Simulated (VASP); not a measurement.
A convergence study with VASP on CdSe (zinc blende): one setting is varied, all else stays as given below, so the limit is that of these other settings. Each run relaxes cell and ions from the cell shown.

```yaml
crystal:
  lattice:
    - [0.00000, 3.02500, 3.02500]
    - [3.02500, 0.00000, 3.02500]
    - [3.02500, 3.02500, 0.00000]
  atoms:
    - { symbol: Cd, position: [0.00000, 0.00000, 0.00000] }
    - { symbol: Se, position: [0.25000, 0.25000, 0.25000] }
```

Method: PBE GGA, VASP's PBE PAW potentials (set 64) (plane waves; VASP). The tightest run used: 550 eV cut-off, 12×12×12 Γ-centred mesh, Gaussian smearing of 0.050 eV, potentials Cd Se.

Gaps are read on the run's mesh, which can miss a band edge.

```tsv
setting	relaxed volume (Å³/atom)	E (eV/atom)	gap on the mesh (eV)	irreducible k-points
2×2×2 mesh	32.230	-2.2385	0.127	3
3×3×3 mesh	30.348	-2.6544	0.400	4
4×4×4 mesh	29.996	-2.7271	0.459	8
5×5×5 mesh	29.913	-2.7433	0.475	10
```

**Question.** These are the cheaper rows. Estimate the results at 12×12×12 mesh, and how far the last row shown lies from them.

**Answer.** 
```tsv
quantity	tightest run	last row shown is off by
relaxed volume (Å³/atom)	29.889	0.025
E (eV/atom)	-2.7499	0.0067
gap on the mesh (eV)	0.483	-0.008
```

Left out are rungs that failed or repeat a setting and relaxations that didn't move; long series are thinned to 24 rows.

The compound is CdSe in the zinc blende structure, whereas wurtzite is the usual form.
